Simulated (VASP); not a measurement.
Level of theory: LDA (Ceperley-Alder, Perdew-Zunger), VASP's LDA PAW potentials (set 64) (plane waves; VASP).

VASP input:

**INCAR**
```
ALGO=Normal
EDIFF=1E-6
EDIFFG=-0.02
ENCUT=620
IBRION=2
ISIF=3
ISMEAR=1
LASPH=.TRUE.
LCHARG=.FALSE.
LMAXMIX=4
LREAL=.FALSE.
LWAVE=.FALSE.
NELM=100
NSW=40
PREC=Accurate
PSTRESS=50
SIGMA=0.1
SYSTEM=ZrB2
```

File POSCAR:
```
ZrB2
1
    1.5670236369    -2.7141650098     0.0000000000
    1.5670236369     2.7141650098     0.0000000000
    0.0000000000     0.0000000000     3.4939325552
Zr B
1 2
Direct
  0.0000000000   0.0000000000   0.0000000000
  0.3333330000   0.6666670000   0.5000000000
  0.6666670000   0.3333330000   0.5000000000
```

**KPOINTS**
```
Automatic
0
Gamma
11 11 9
```

POTCAR, in this order: Zr_sv B (LDA.64 set). Program: vasp_std.

Output

### OSZICAR
```
       N       E                     dE             d eps       ncg     rms          rms(c)
DAV:   1     0.128013957676E+03    0.12801E+03   -0.10972E+04  2080   0.159E+03
DAV:   2    -0.235866135496E+02   -0.15160E+03   -0.14706E+03  2413   0.368E+02
DAV:   3    -0.301690611741E+02   -0.65824E+01   -0.64848E+01  3265   0.664E+01
DAV:   4    -0.303295196843E+02   -0.16046E+00   -0.16040E+00  2762   0.957E+00
DAV:   5    -0.303322792561E+02   -0.27596E-02   -0.27595E-02  3124   0.112E+00    0.233E+01
DAV:   6    -0.275357452695E+02    0.27965E+01   -0.81366E+00  2513   0.206E+01    0.952E+00
DAV:   7    -0.274923924728E+02    0.43353E-01   -0.92715E-01  3217   0.635E+00    0.343E+00
DAV:   8    -0.274905010487E+02    0.18914E-02   -0.11004E-01  2460   0.319E+00    0.821E-01
DAV:   9    -0.274871198327E+02    0.33812E-02   -0.18066E-02  2614   0.115E+00    0.120E-01
DAV:  10    -0.274870624763E+02    0.57356E-04   -0.80918E-04  2701   0.259E-01    0.450E-02
DAV:  11    -0.274870687384E+02   -0.62621E-05   -0.25663E-05  2752   0.548E-02    0.162E-02
DAV:  12    -0.274870678808E+02    0.85762E-06   -0.27576E-06  2187   0.186E-02
   1 F= -.26559564E+02 E0= -.26559578E+02  d E =-.265596E+02
       N       E                     dE             d eps       ncg     rms          rms(c)
DAV:   1    -0.276590540048E+02   -0.17199E+00   -0.72602E+00  2182   0.309E+01    0.657E+00
DAV:   2    -0.274509163016E+02    0.20814E+00   -0.54665E-01  2224   0.913E+00    0.166E+00
DAV:   3    -0.274281149733E+02    0.22801E-01   -0.19616E-01  3125   0.379E+00    0.825E-01
DAV:   4    -0.274323310636E+02   -0.42161E-02   -0.92538E-03  2530   0.854E-01    0.283E-01
DAV:   5    -0.274346454412E+02   -0.23144E-02   -0.61081E-03  3162   0.542E-01    0.280E-01
DAV:   6    -0.274355586203E+02   -0.91318E-03   -0.99457E-04  3458   0.231E-01    0.761E-02
DAV:   7    -0.274355843441E+02   -0.25724E-04   -0.61907E-05  2535   0.820E-02    0.137E-02
DAV:   8    -0.274355862905E+02   -0.19464E-05   -0.18537E-06  1922   0.163E-02    0.670E-03
DAV:   9    -0.274355868833E+02   -0.59281E-06   -0.63887E-07  1255   0.952E-03
   2 F= -.26549615E+02 E0= -.26549611E+02  d E =0.994930E-02
       N       E                     dE             d eps       ncg     rms          rms(c)
DAV:   1    -0.275520994089E+02   -0.11651E+00   -0.24769E+00  2163   0.184E+01    0.383E+00
DAV:   2    -0.274857297405E+02    0.66370E-01   -0.22658E-01  2175   0.581E+00    0.978E-01
DAV:   3    -0.274764489527E+02    0.92808E-02   -0.56609E-02  3150   0.204E+00    0.417E-01
DAV:   4    -0.274776911384E+02   -0.12422E-02   -0.27722E-03  2643   0.433E-01    0.176E-01
DAV:   5    -0.274785214965E+02   -0.83036E-03   -0.20564E-03  3121   0.298E-01    0.150E-01
DAV:   6    -0.274788209914E+02   -0.29949E-03   -0.32572E-04  3511   0.132E-01    0.382E-02
DAV:   7    -0.274788307413E+02   -0.97499E-05   -0.16710E-05  2545   0.416E-02    0.966E-03
DAV:   8    -0.274788315934E+02   -0.85203E-06   -0.68177E-07  1449   0.101E-02
   3 F= -.26568504E+02 E0= -.26568511E+02  d E =-.893994E-02
       N       E                     dE             d eps       ncg     rms          rms(c)
DAV:   1    -0.274785047956E+02    0.32595E-03   -0.48806E-04  2205   0.254E-01    0.534E-02
DAV:   2    -0.274784908109E+02    0.13985E-04   -0.41481E-05  2260   0.771E-02    0.136E-02
DAV:   3    -0.274784889912E+02    0.18197E-05   -0.11567E-05  3180   0.293E-02    0.605E-03
DAV:   4    -0.274784892166E+02   -0.22542E-06   -0.46045E-07  1100   0.615E-03
   4 F= -.26568503E+02 E0= -.26568510E+02  d E =-.893891E-02
```

File OUTCAR:
```
------------------------ aborting loop because EDIFF is reached ----------------------------------------
  FORCE on cell =-STRESS in cart. coord.  units (eV):
  Direction    XX          YY          ZZ          XY          YZ          ZX
  --------------------------------------------------------------------------------------
  Total        0.9482324      0.9482327      0.8586629      0.0000000      0.0000000      0.0000000
  in kB       52.1014658     52.1014832     47.1799932      0.0000000      0.0000000      0.0000000
  external PRESSURE =       0.4609807 kB  Pullay stress =      50.0000000 kB
  volume of cell :       29.16
      direct lattice vectors                 reciprocal lattice vectors
     1.557270457 -2.697272005 -0.000000000     0.321074607 -0.185372480 -0.000000000
     1.557270457  2.697272005  0.000000000     0.321074607  0.185372480 -0.000000000
     0.000000000  0.000000000  3.471016228     0.000000000 -0.000000000  0.288100065
 POSITION                                       TOTAL-FORCE (eV/Angst)
 -----------------------------------------------------------------------------------
      1.55727     -2.69727     -0.00000        -0.000000      0.000000     -0.000000
      1.55727      0.89909      1.73551        -0.000000     -0.000000      0.000000
      1.55727     -0.89909      1.73551         0.000000     -0.000000     -0.000000
 -----------------------------------------------------------------------------------
    total drift:                                0.000000     -0.000000     -0.000000
  FREE ENERGIE OF THE ION-ELECTRON SYSTEM (eV)
  ---------------------------------------------------
  free  energy   TOTEN  =       -27.4784892166 eV

  energy  without entropy=      -27.4785100344  energy(sigma->0) =      -27.47849616
  enthalpy is  TOTEN    =       -26.5685029221 eV   P V=        0.9099862945

 reached required accuracy - stopping structural energy minimisation
```
(Selected blocks of OUTCAR.)

CONTCAR:
```
ZrB2
   1.00000000000000
     1.5572704574597236   -2.6972720046587391   -0.0000000000000000
     1.5572704574597236    2.6972720046587391    0.0000000000000000
     0.0000000000000000    0.0000000000000000    3.4710162283254506
  Zr              B
     1     2
Direct
     1.0000000000000000    0.0000000000000000    0.0000000000000000
     0.3333330000000032    0.6666669999999968    0.5000000000000000
     0.6666669999999968    0.3333330000000032    0.5000000000000000
```

The compound is ZrB2 in the AlB2 type structure. This run relaxes it under an external pressure of 5 GPa. Symmetry was kept, so distortions that lower it aren't found.
